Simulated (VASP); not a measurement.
An input for Ansatz (written as the equivalent of a VASP run, and not itself run):

Ansatz 0.2 input:
```yaml
crystal:
  lattice:
    - [4.1930281, 0.0000000, 0.0000000]
    - [-2.0965140, 3.6312690, 0.0000000]
    - [0.0000000, 0.0000000, 6.8992914]
  atoms:
    - { symbol: Cu, position: [0.3333330, 0.6666670, 0.0010267] }
    - { symbol: Cu, position: [0.6666670, 0.3333330, 0.5010267] }
    - { symbol: I, position: [0.3333330, 0.6666670, 0.3739733] }
    - { symbol: I, position: [0.6666670, 0.3333330, 0.8739733] }
kpoints:
  mp_grid: { grid: [6, 6, 4] }
hamiltonian:
  xc: pbesol
  pseudopotentials: { kind: paw }
scf:
  occupations: { method: gaussian, width: 0.05 }
  max_iter: 100
relax:
  max_steps: 40
  f_tol: 0.02
  cell: {}
output: { forces: true, stress: true, eigenvalues: true }
```

### Question
Write the VASP files for the same calculation (PBEsol).

### Answer
Several could match; the one computed here: 
KPOINTS:
```
Automatic mesh
0
Gamma
6 6 4
0 0 0
```

File POSCAR:
```
CuI
1
    4.1930280528    -0.0000000000     0.0000000000
   -2.0965140264     3.6312689792     0.0000000000
    0.0000000000     0.0000000000     6.8992913716
Cu I
2 2
Direct
  0.3333330000   0.6666670000   0.0010266564
  0.6666670000   0.3333330000   0.5010266564
  0.3333330000   0.6666670000   0.3739733436
  0.6666670000   0.3333330000   0.8739733436
```

### INCAR
```
SYSTEM = CuI
PREC = Accurate
ENCUT = 500
EDIFF = 1E-6
NELM = 100
ALGO = Normal
LREAL = .FALSE.
LASPH = .TRUE.
ISMEAR = 0
SIGMA = 0.05
GGA = PS
LMAXMIX = 4
LWAVE = .FALSE.
LCHARG = .FALSE.
IBRION = 2
ISIF = 3
NSW = 40
EDIFFG = -0.02
```

POTCAR, in this order: Cu I (PBE.64 set). Program: vasp_std.

The two are equivalent in intent, not identical: each code has its own PAW files, so the cut-off isn't converted (ENCUT is set for VASP's; basis.ecutwfc is left out, and Ansatz then takes the one that its files recommend); Ansatz stops its SCF on the density residual and VASP on the energy change (EDIFF).

The structure was generated: CuI was put into the wurtzite type (P6_3mc), which need not be its known phase. This run relaxes it. Symmetry was kept, so distortions that lower it aren't found.
